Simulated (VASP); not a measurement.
These are PBEsol GGA, VASP's PBE PAW potentials (set 64) (plane waves; VASP) values and carry that method's errors.

VASP input:

### KPOINTS
```
kpoints
0
G
 14 14 6
0 0 0
```

**INCAR**
```
SYSTEM = Cd
PREC = Accurate; ENCUT = 480; LREAL = .FALSE.
LASPH = .TRUE.
EDIFF = 1E-7; NELM = 100; ALGO = Normal
LMAXMIX = 4
ISMEAR = 1; SIGMA = 0.1
GGA = PS
IBRION = 2; NSW = 30; ISIF = 2
EDIFFG = -0.01
LWAVE = .FALSE.; LCHARG = .FALSE.
```

File POSCAR:
```
Cd
1
    1.4998892591    -2.5978846960     0.0000000000
    1.4998892591     2.5978846960     0.0000000000
    0.0000000000     0.0000000000     5.5516186689
Cd
2
Direct
  0.3333330000   0.6666670000   0.2500000000
  0.6666670000   0.3333330000   0.7500000000
```

POTCAR, in this order: Cd (PBE.64 set). Program: vasp_std.

Output of the run:

**OSZICAR**
```
       N       E                     dE             d eps       ncg     rms          rms(c)
DAV:   1     0.157253448800E+03    0.15725E+03   -0.12869E+04  3080   0.142E+03
DAV:   2     0.666857237569E+00   -0.15659E+03   -0.15341E+03  3176   0.363E+02
DAV:   3    -0.254506064776E+01   -0.32119E+01   -0.32045E+01  3816   0.619E+01
DAV:   4    -0.254865403384E+01   -0.35934E-02   -0.35933E-02  3560   0.184E+00
DAV:   5    -0.254866397137E+01   -0.99375E-05   -0.99375E-05  3808   0.900E-02    0.438E+00
DAV:   6    -0.238731524097E+01    0.16135E+00   -0.45747E-01  3232   0.892E+00    0.352E+00
DAV:   7    -0.237625306443E+01    0.11062E-01   -0.34165E-02  3504   0.186E+00    0.193E+00
DAV:   8    -0.237453152221E+01    0.17215E-02   -0.32178E-03  3336   0.828E-01    0.957E-02
DAV:   9    -0.237454548479E+01   -0.13963E-04   -0.33579E-05  3824   0.698E-02    0.419E-02
DAV:  10    -0.237456645598E+01   -0.20971E-04   -0.16118E-05  3384   0.499E-02    0.310E-03
DAV:  11    -0.237456634406E+01    0.11193E-06   -0.10513E-07  3112   0.347E-03    0.140E-03
DAV:  12    -0.237456621428E+01    0.12978E-06   -0.79380E-09  1944   0.892E-04    0.922E-04
DAV:  13    -0.237456623158E+01   -0.17305E-07   -0.10793E-09  1848   0.390E-04
   1 F= -.23745662E+01 E0= -.23746541E+01  d E =-.237457E+01
```

**OUTCAR**
```
------------------------ aborting loop because EDIFF is reached ----------------------------------------
  FORCE on cell =-STRESS in cart. coord.  units (eV):
  Direction    XX          YY          ZZ          XY          YZ          ZX
  --------------------------------------------------------------------------------------
  Total       -0.3890938     -0.3890939     -0.4806441      0.0000000     -0.0000000      0.0000000
  in kB      -14.4090772    -14.4090804    -17.7994076      0.0000000     -0.0000000      0.0000000
  external PRESSURE =     -15.5391884 kB  Pullay stress =       0.0000000 kB
  volume of cell :       43.26
      direct lattice vectors                 reciprocal lattice vectors
     1.499889259 -2.597884696  0.000000000     0.333357944 -0.192464277  0.000000000
     1.499889259  2.597884696  0.000000000     0.333357944  0.192464277  0.000000000
     0.000000000  0.000000000  5.551618669     0.000000000  0.000000000  0.180127646
 POSITION                                       TOTAL-FORCE (eV/Angst)
 -----------------------------------------------------------------------------------
      1.49989      0.86596      1.38790        -0.000000      0.000000      0.000000
      1.49989     -0.86596      4.16371         0.000000     -0.000000      0.000000
 -----------------------------------------------------------------------------------
    total drift:                                0.000000      0.000196      0.000002
  FREE ENERGIE OF THE ION-ELECTRON SYSTEM (eV)
  ---------------------------------------------------
  free  energy   TOTEN  =        -2.3745662316 eV

  energy  without entropy=       -2.3748298639  energy(sigma->0) =       -2.37465411

 reached required accuracy - stopping structural energy minimisation
```
(Selected blocks of OUTCAR.)

File OUTCAR:
```
 val. band max:        2.7463708731   @ k =   0.2857   0.2143   0.1667

 cond. band min:       2.7731655532   @ k =   0.5000  -0.0000   0.5000


 Fermi energy:         2.7587917971

 k-point     1 :       0.0000    0.0000    0.0000
  band No.  band energies     occupation
      1      -7.0248      2.00000
      2      -6.7282      2.00000
      3      -6.3929      2.00000
      4      -6.3929      2.00000
      5      -6.3364      2.00000
      6      -6.3364      2.00000
      7      -6.1143      2.00000
      8      -5.9065      2.00000
      9      -5.9065      2.00000
     10      -5.6282      2.00000
     11      -5.6282      2.00000
     12      -0.2215      2.00000
     13      -0.0611      2.00000
     14      13.8022      0.00000
     15      17.0496      0.00000
     16      17.2765      0.00000

 k-point     2 :       0.0714    0.0000    0.0000
  band No.  band energies     occupation
      1      -6.9739      2.00000
      2      -6.6815      2.00000
      3      -6.4108      2.00000
      4      -6.3546      2.00000
      5      -6.3470      2.00000
      6      -6.2924      2.00000
      7      -6.0056      2.00000
      8      -5.9436      2.00000
      9      -5.9235      2.00000
     10      -5.6953      2.00000
     11      -5.6264      2.00000
     12      -0.0222      2.00000
     13       0.0113      2.00000
     14      13.9660      0.00000
     15      15.2104      0.00000
     16      16.2894      0.00000

 k-point     3 :       0.1429    0.0000    0.0000
  band No.  band energies     occupation
      1      -6.8638      2.00000
      2      -6.6053      2.00000
      3      -6.4633      2.00000
      4      -6.3590      2.00000
      5      -6.2164      2.00000
      6      -6.1673      2.00000
      7      -6.0632      2.00000
      8      -5.9682      2.00000
      9      -5.8465      2.00000
     10      -5.6297      2.00000
     11      -5.6239      2.00000
     12       0.2420      2.00000
     13       0.5390      2.00000
...
```

The compound is Cd in the hcp structure. This cell was strained or had an atom moved on purpose.
